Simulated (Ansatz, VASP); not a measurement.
# TaTiGe2TeP4Se (1T-TiSeTe under TaGe2P4, AC): VASP beside Ansatz, part 2 of 2

One calculation is typed for both programs; each brings its own data sets. How far apart do they land? The structure shown is the start of the Ansatz relaxation below; VASP solves that cell, so the two are compared at the walk's first step.

VASP 6.6.1 and Ansatz 0.2.0.

So far: The starting structure; Ansatz: relaxation, PBEsol with D3(BJ).

### Step 3. VASP: single point, PBEsol with D3(BJ), start cell

Level of this step: PBEsol with D3(BJ), zero-moment start; plane waves and PAW (Te, Ti_sv, Se, P, Ge_d, Ta_pv) (VASP).

The same cell, functional, mesh and smearing now go to VASP, with its own data sets.

Lines of VASP's logs that name or quote its potential files are left out, and so is its time.

File INCAR:

```
SYSTEM = TaTiGe2TeP4Se
PREC = Accurate
ENCUT = 410
EDIFF = 1E-06
NELM = 200
ISMEAR = -1
SIGMA = 0.05
LREAL = .FALSE.
ALGO = Normal
GGA = PS
IVDW = 12
NBANDS = 56
ISPIN = 2
MAGMOM = 0 -0 0 0 -0 -0 0 0 0 0
LASPH = .TRUE.
LMAXMIX = 4
LORBIT = 11
LWAVE = .FALSE.
LCHARG = .FALSE.
ISIF = 2
LDIPOL = .TRUE.
IDIPOL = 3
DIPOL = 0.5 0.5 0.509
LVHAR = .TRUE.
GGA_COMPAT = .FALSE.
NELMDL = -8
KPAR = 2
```

File POSCAR:

```
TaTiGe2TeP4Se
1.0
    3.6125000000      0.0000000000      0.0000000000
   -1.8062500000      3.1285170000      0.0000000000
    0.0000000000      0.0000000000     62.3793620000
Te Ti Se P Ge Ta
1 1 1 4 2 1
Direct
    0.6666666667      0.3333333333      0.3743225203
    0.0000000000      0.0000000000      0.4048946830
    0.3333333333      0.6666666667      0.4309760334
    0.6666666667      0.3333333333      0.4814735040
    0.0000000000      0.0000000000      0.5288220005
    0.0000000000      0.0000000000      0.5783289832
    0.6666666667      0.3333333333      0.6256774797
    0.0000000000      0.0000000000      0.4935539257
    0.0000000000      0.0000000000      0.6135970580
    0.6666666667      0.3333333333      0.5535754918
```

File KPOINTS:

```
Automatic mesh
0
Gamma
12 12 1
0 0 0
```

Potentials, in the order of the species: Te, Ti_sv, Se, P, Ge_d and Ta_pv (PBE family, release 64).

Command:

```
$ mpirun -np 2 vasp_std
```

Numbers of over 12 decimals in the logs are rounded to 6 here.

The program printed:

```text
[banner, memory and clock lines left out]
running    2 mpi-ranks, on    1 nodes
 distrk:  each k-point on    1 cores,    2 groups
 distr:  one band on    1 cores,    1 groups

 POSCAR found type information on POSCAR TeTiSeP GeTa
 POSCAR found :  6 types and      10 ions
|                                                                             |
|               ----> ADVICE to this user running VASP <----                  |
|                                                                             |
|     You enforced a specific xc type in the INCAR file but a different       |
|     [... a line on the potential file left out ...]
|     I HOPE YOU KNOW WHAT YOU ARE DOING!                                     |
|                                                                             |

 LDA part: xc-table for (Slater+PW92), standard interpolation
|                                                                             |
|           W    W    AA    RRRRR   N    N  II  N    N   GGGG   !!!           |
|           W    W   A  A   R    R  NN   N  II  NN   N  G    G  !!!           |
|           W    W  A    A  R    R  N N  N  II  N N  N  G       !!!           |
|           W WW W  AAAAAA  RRRRR   N  N N  II  N  N N  G  GGG   !            |
|           WW  WW  A    A  R   R   N   NN  II  N   NN  G    G                |
|           W    W  A    A  R    R  N    N  II  N    N   GGGG   !!!           |
|                                                                             |
|     One of the lattice vectors is very long (>50 A), but AMIN is rather     |
|     large. This can spoil convergence since charge sloshing might occur     |
|     along the long lattice vector. If problems with convergence are         |
|     observed, try to decrease AMIN to a smaller value (e.g. 0.01).          |
|     Note: This warning only applies if the self-consistency cycle is        |
|     used.                                                                   |
|                                                                             |

 POSCAR, INCAR and KPOINTS ok, starting setup
 FFT: planning ... GRIDC
 FFT: planning ... GRID_SOFT
 FFT: planning ... GRID
 WAVECAR not read
 entering main loop
       N       E                     dE             d eps       ncg     rms          rms(c)
DAV:   1     0.679594488270E+03    0.67959E+03   -0.33062E+04  5016   0.125E+03
DAV:   2     0.318123847340E+02   -0.64778E+03   -0.62479E+03  5080   0.316E+02
DAV:   3    -0.620781753991E+02   -0.93891E+02   -0.92206E+02  6352   0.132E+02
DAV:   4    -0.686638647929E+02   -0.65857E+01   -0.65319E+01  6320   0.369E+01
DAV:   5    -0.691425447519E+02   -0.47868E+00   -0.47823E+00  6400   0.642E+00
DAV:   6    -0.691594025931E+02   -0.16858E-01   -0.16857E-01  6552   0.122E+00
DAV:   7    -0.691599164607E+02   -0.51387E-03   -0.51385E-03  6696   0.200E-01
DAV:   8    -0.691599341082E+02   -0.17648E-04   -0.17648E-04  6784   0.404E-02    0.210E+01
DAV:   9    -0.102709944179E+03   -0.33550E+02   -0.13061E+02  6416   0.309E+01    0.462E+01
DAV:  10    -0.224848289974E+03   -0.12214E+03   -0.21495E+03  6608   0.794E+01    0.351E+01
DAV:  11    -0.560156097998E+02    0.16883E+03   -0.12751E+03  7440   0.662E+01    0.272E+01
DAV:  12    -0.709077723947E+02   -0.14892E+02   -0.17337E+02  5632   0.329E+01    0.138E+01
DAV:  13    -0.677079852891E+02    0.31998E+01   -0.69602E+01  5776   0.187E+01    0.109E+01
DAV:  14    -0.669037593019E+02    0.80423E+00   -0.68351E+00  5480   0.983E+00    0.881E+00
[...]
DAV:  41    -0.637671774535E+02   -0.55280E-05   -0.75873E-06  4576   0.110E-02    0.104E-01
DAV:  42    -0.637671593265E+02    0.18127E-04   -0.18103E-05  5376   0.214E-02    0.895E-02
DAV:  43    -0.637671706227E+02   -0.11296E-04   -0.34038E-05  4960   0.221E-02    0.721E-02
DAV:  44    -0.637671873899E+02   -0.16767E-04   -0.12768E-05  5312   0.142E-02    0.620E-02
DAV:  45    -0.637671951445E+02   -0.77546E-05   -0.28191E-06  4384   0.640E-03    0.571E-02
DAV:  46    -0.637671999233E+02   -0.47788E-05   -0.72219E-07  3376   0.430E-03    0.528E-02
DAV:  47    -0.637672082752E+02   -0.83519E-05   -0.55002E-06  4616   0.107E-02    0.417E-02
DAV:  48    -0.637672092086E+02   -0.93346E-06   -0.24297E-06  4392   0.528E-03
   1 F= -.66964129E+02 E0= -.66948672E+02  d E =-.309140E-01  mag=     0.0005
```

Parts of OUTCAR (step 3):

```text
ion  position               nearest neighbor table
   1  0.667  0.333  0.374-   2 2.83   2 2.83   2 2.83
   2  0.000  0.000  0.405-   3 2.65   3 2.65   3 2.65   1 2.83   1 2.83   1 2.83
   3  0.333  0.667  0.431-   2 2.65   2 2.65   2 2.65
   4  0.667  0.333  0.481-   8 2.22   8 2.22   8 2.22
   5  0.000  0.000  0.529-   8 2.20  10 2.60  10 2.60  10 2.60
   6  0.000  0.000  0.578-   9 2.20  10 2.60  10 2.60  10 2.60
   7  0.667  0.333  0.626-   9 2.22   9 2.22   9 2.22
   8  0.000  0.000  0.494-   5 2.20   4 2.22   4 2.22   4 2.22
   9  0.000  0.000  0.614-   6 2.20   7 2.22   7 2.22   7 2.22
  10  0.667  0.333  0.554-   5 2.60   5 2.60   6 2.60   6 2.60   5 2.60   6 2.60

  LATTYP: Found a hexagonal cell.
 ALAT       =     3.6125000000
 C/A-ratio  =    17.2676434602

 Subroutine GETGRP returns: Found  6 space group operations
 (whereof  6 operations were pure point group operations)

The static configuration has the point symmetry C_3v.

 Found     19 irreducible k-points:

   k-points           NKPTS =     19   k-points in BZ     NKDIM =     19   number of bands    NBANDS=     56

   dimension x,y,z NGX =    24 NGY =   24 NGZ =  420
   dimension x,y,z NGXF=    48 NGYF=   48 NGZF=  840

   ENCUT  =  410.0 eV  30.13 Ry    5.49 a.u.   5.96  5.96102.99*2*pi/ulx,y,z

   NELECT =      83.0000    total number of electrons

 k-points in reciprocal lattice and weights: Automatic mesh
   0.00000000  0.00000000  0.00000000       0.007
   0.08333333  0.00000000  0.00000000       0.042
   0.16666667  0.00000000  0.00000000       0.042
   0.25000000  0.00000000  0.00000000       0.042
   0.33333333 -0.00000000  0.00000000       0.042
   0.41666667  0.00000000  0.00000000       0.042
   0.50000000  0.00000000  0.00000000       0.021
   0.08333333  0.08333333  0.00000000       0.042
   0.16666667  0.08333333  0.00000000       0.083
[...]
0.33333333  0.25000000  0.00000000       0.083
   0.33333333  0.33333333  0.00000000       0.014

 dipolmoment           0.000000      0.000000      0.024531 electrons x Angstroem

 average (electrostatic) potential at core
       1 -95.7272       2 -83.2436       3 -59.6794       4 -90.6400       5 -89.6312
       6 -89.6149       7 -90.5699       8 -81.4950       9 -81.4893      10 -44.3577

 E-fermi :  -1.8343

 spin component 1
 k-point     1 :       0.0000    0.0000    0.0000
  band No.  band energies     occupation
    ...
     35      -3.3555      1.00000
     36      -3.3555      1.00000
     37      -2.3727      0.99998
     38      -2.2820      0.99987
     39      -2.2820      0.99987
     40      -1.7419      0.13613
     41      -1.2983      0.00002
     42      -1.2983      0.00002
     43      -1.1394      0.00000
     44      -0.7703      0.00000
    ...

 k-point     2 :       0.0833    0.0000    0.0000
  band No.  band energies     occupation
    ...
     36      -3.2204      1.00000
     37      -2.5293      1.00000
     38      -2.4086      0.99999
     39      -2.2785      0.99986
     40      -1.8365      0.51114
     41      -1.5414      0.00285
     42      -1.5405      0.00280
     43      -1.2370      0.00001
     44      -0.6225      0.00000
     45      -0.5885      0.00000
    ...

 k-point     3 :       0.1667    0.0000    0.0000
  band No.  band energies     occupation
    ...
     37      -2.9955      1.00000
     38      -2.8574      1.00000
     39      -2.7128      1.00000
     40      -2.4494      1.00000
     41      -1.8968      0.77760
     42      -1.6592      0.02927
     43      -1.4034      0.00018
     44      -0.6153      0.00000
     45      -0.4116      0.00000
     46      -0.3400      0.00000
    ...

 k-point     4 :       0.2500    0.0000    0.0000
  band No.  band energies     occupation
    ...
     38      -3.0591      1.00000
     39      -2.9089      1.00000
     40      -2.7128      1.00000
     41      -2.1599      0.99852
     42      -1.9939      0.96055
     43      -1.6401      0.02016
     44      -0.7753      0.00000
     45      -0.6937      0.00000
     46      -0.5099      0.00000
     47      -0.3923      0.00000
    ...

 k-point     5 :       0.3333   -0.0000    0.0000
  band No.  band energies     occupation
    ...
     39      -2.9667      1.00000
     40      -2.5814      1.00000
     41      -2.3017      0.99991
     42      -2.2100      0.99946
     43      -1.8479      0.56804
     44      -1.1346      0.00000
     45      -1.0028      0.00000
     46      -0.4415      0.00000
     47      -0.4070      0.00000
     48       0.7159      0.00000
    ...

 k-point     6 :       0.4167    0.0000    0.0000
  band No.  band energies     occupation
    ...
     39      -3.1633      1.00000
     40      -2.3745      0.99998
     41      -2.3588      0.99997
     42      -2.3335      0.99995
     43      -1.9751      0.94362
     44      -1.2784      0.00001
     45      -1.2243      0.00001
     46      -0.4697      0.00000
     47      -0.2470      0.00000
     48       0.6706      0.00000
    ...

 Edisp (eV)   -3.19692

  Total      -5.14042    -5.14042     0.14577     0.00000     0.00000     0.00000
  in kB     -11.68213   -11.68213     0.33127     0.00000     0.00000     0.00000
  external pressure =       -7.68 kB  Pullay stress =        0.00 kB

  energy-cutoff  :      410.00
  volume of cell :      705.00
      direct lattice vectors                 reciprocal lattice vectors
     3.612500000  0.000000000  0.000000000     0.276816609  0.159820132  0.000000000
    -1.806250000  3.128517000  0.000000000     0.000000000  0.319640264  0.000000000
     0.000000000  0.000000000 62.379362000     0.000000000  0.000000000  0.016030943

 POSITION                                       TOTAL-FORCE (eV/Angst)
 -----------------------------------------------------------------------------------
      1.80625      1.04284     23.35000         0.000000     -0.000000      0.829688
      0.00000      0.00000     25.25707         0.000000      0.000000      0.950147
     -0.00000      2.08568     26.88401         0.000000     -0.000000     -1.499416
      1.80625      1.04284     30.03401         0.000000     -0.000000     -2.868705
      0.00000      0.00000     32.98758         0.000000      0.000000      3.274428
      0.00000      0.00000     36.07579         0.000000      0.000000     -3.305548
      1.80625      1.04284     39.02936         0.000000      0.000000      2.738743
      0.00000      0.00000     30.78758        -0.000000     -0.000000      1.026741
      0.00000      0.00000     38.27579        -0.000000      0.000000     -1.134350
      1.80625      1.04284     34.53169        -0.000000      0.000000     -0.011728
 -----------------------------------------------------------------------------------
    total drift:                               -0.000001     -0.000010     -0.000541

  FREE ENERGIE OF THE ION-ELECTRON SYSTEM (eV)
  ---------------------------------------------------
  free  energy   TOTEN  =       -66.9641293887 eV

  energy  without entropy=      -66.9332153560  energy(sigma->0) =      -66.94867237

 vacuum level on the upper side and lower side of the slab         3.374         2.984

 total charge
# of ion       s       p       d       tot
------------------------------------------
    1        1.391   1.958   0.036   3.386
    2        2.162   6.116   1.811  10.089
    3        1.475   2.289   0.029   3.793
    4        1.043   1.520   0.000   2.564
    5        1.021   1.506   0.000   2.527
    6        1.020   1.507   0.000   2.527
    7        1.040   1.531   0.000   2.571
    8        1.102   1.413  10.138  12.653
    9        1.100   1.412  10.140  12.652
   10        0.282   6.156   2.262   8.701
--------------------------------------------------
tot         11.636  25.409  24.417  61.461

 magnetization (x)
# of ion       s       p       d       tot
------------------------------------------
    1       -0.000  -0.000   0.000  -0.000
    2        0.000   0.000   0.000   0.000
    3        0.000   0.000  -0.000   0.000
    4       -0.000  -0.000   0.000  -0.000
    5       -0.000  -0.000   0.000  -0.000
    6       -0.000  -0.000   0.000  -0.000
    7       -0.000  -0.000   0.000  -0.000
    8        0.000   0.000  -0.000   0.000
    9        0.000   0.000  -0.000   0.000
   10        0.000   0.000   0.000   0.000
--------------------------------------------------
tot         -0.000  -0.000   0.000   0.000

[... 6 further parts left out ...]
```

This run allows spin, but its moments start at zero, where symmetry between the spins tends to hold them, although Ti can carry a moment. Its electron count is odd, so without a moment it is a metal by construction.

### Step 4. Side by side

Known differences besides the potentials themselves: Ansatz cuts the interaction across the vacuum, VASP repeats the sheet with a dipole correction; the data sets hold 105 valence electrons in Ansatz (on its default PAW (the set named soft_2) files) and 83 in VASP; the cutoff is 420 eV in Ansatz and 410 eV in VASP; Ansatz makes its cores anew for this functional, VASP keeps those of its PBE data sets. Total energies have different zeros and are not compared.

Forces (eV/Å; atoms numbered as in POSCAR):

```csv
atom,"Ansatz x, y, z","VASP x, y, z"
Te1,"0.000, 0.000, 0.852","0.000, 0.000, 0.830"
Ti2,"0.000, 0.000, 0.949","0.000, 0.000, 0.950"
Se3,"0.000, 0.000, -1.519","0.000, 0.000, -1.499"
P4,"0.000, 0.000, -2.877","0.000, 0.000, -2.869"
P5,"0.000, 0.000, 3.313","0.000, 0.000, 3.274"
P6,"0.000, 0.000, -3.344","0.000, 0.000, -3.306"
P7,"0.000, 0.000, 2.744","0.000, 0.000, 2.739"
Ge8,"0.000, 0.000, 1.009","0.000, 0.000, 1.027"
Ge9,"0.000, 0.000, -1.116","0.000, 0.000, -1.134"
Ta10,"0.000, 0.000, -0.012","0.000, 0.000, -0.012"
```

The forces differ by 12 meV/Å r.m.s., which is 1.0 % of the r.m.s. force of 1.205 eV/Å (both taken over all components). VASP's last cycles still show a density residual of 4e-03, so its state may not be settled. Moments aren't recorded for both runs of this pair, so they may hold unlike magnetic states. With vacuum in the cell, a pressure given here is an average over mostly empty space and none of the material.

### Step 5. Summary of results

| Property | Result |
| --- | --- |
| r.m.s. force difference (single point, PBEsol with D3(BJ), start cell) | 1.0 % of the r.m.s. force |

The r.m.s. force difference is 1.0 % of the r.m.s. force (single point, PBEsol with D3(BJ), start cell), within the 3 % picked in this series as the mark of a large difference. The data sets hold unlike numbers of valence electrons (105 in Ansatz and 83 in VASP), so part of the differences comes from the potentials. How closely two codes agree says nothing of how well the functional describes the real material.

[Lines on the potential files, build, host, timing and source positions are cut from VASP's logs without a mark.]

[Logs are printed without paths, hosts, clocks, repeated set-up lines and the standing remarks that a program may print on its own settings, such as how far it seeks lower states.]

[Hosts, paths, dates, database ids (printed as entryN), source tags and the programs' standing remarks are cut or masked in the printed files.]
